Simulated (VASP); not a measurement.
```xyz
1
Lattice="0.0000 1.8784 1.8784 1.8784 0.0000 1.8784 1.8784 1.8784 0.0000" Properties=species:S:1:pos:R:3 pbc="T T T"
Rh     0.0000     0.0000     0.0000
```

Level of theory: LDA (Ceperley-Alder, Perdew-Zunger), VASP's LDA PAW potentials (set 64) (plane waves; VASP 6.6.1). Numerical set-up: 520 eV cut-off, 19×19×19 Γ-centred mesh, tetrahedra with Blöchl corrections, potentials Rh_pv.

Tabulate the total density of states (states/eV per cell) against energy (eV; zero at the valence-band maximum or, without a gap, the Fermi level).

| E (eV) | DOS (states/eV) |
|---|---|
| -9.98 | 0.00 |
| -9.74 | 0.00 |
| -9.50 | 0.00 |
| -9.26 | 0.00 |
| -9.02 | 0.00 |
| -8.90 | 0.00 |
| -8.66 | 0.00 |
| -8.42 | 0.00 |
| -8.18 | 0.02 |
| -7.94 | 0.04 |
| -7.70 | 0.05 |
| -7.46 | 0.06 |
| -7.22 | 0.08 |
| -6.98 | 0.10 |
| -6.74 | 0.13 |
| -6.62 | 0.21 |
| -6.38 | 0.57 |
| -6.14 | 1.15 |
| -5.90 | 1.51 |
| -5.66 | 2.06 |
| -5.42 | 1.75 |
| -5.18 | 1.49 |
| -4.94 | 1.20 |
| -4.70 | 1.04 |
| -4.46 | 1.38 |
| -4.34 | 1.28 |
| -4.10 | 1.22 |
| -3.86 | 1.20 |
| -3.62 | 1.33 |
| -3.38 | 1.37 |
| -3.14 | 1.91 |
| -2.90 | 2.54 |
| -2.66 | 1.50 |
| -2.42 | 1.19 |
| -2.18 | 1.33 |
| -2.06 | 1.18 |
| -1.82 | 1.14 |
| -1.58 | 1.43 |
| -1.34 | 1.51 |
| -1.10 | 1.24 |
| -0.86 | 1.20 |
| -0.62 | 1.16 |
| -0.38 | 1.07 |
| -0.14 | 1.17 |
| 0.10 | 1.24 |
| 0.22 | 1.43 |
| 0.46 | 2.08 |
| 0.70 | 1.47 |
| 0.94 | 0.79 |
| 1.18 | 0.22 |
| 1.42 | 0.23 |
| 1.66 | 0.22 |
| 1.90 | 0.22 |
| 2.14 | 0.23 |
| 2.38 | 0.23 |
| 2.50 | 0.23 |
| 2.74 | 0.23 |
| 2.98 | 0.23 |
| 3.22 | 0.24 |
| 3.46 | 0.24 |
Within 2 eV below the Fermi level the largest weight inside VASP's projection spheres is Rh d.

The compound is Rh in the fcc structure. It was relaxed first.
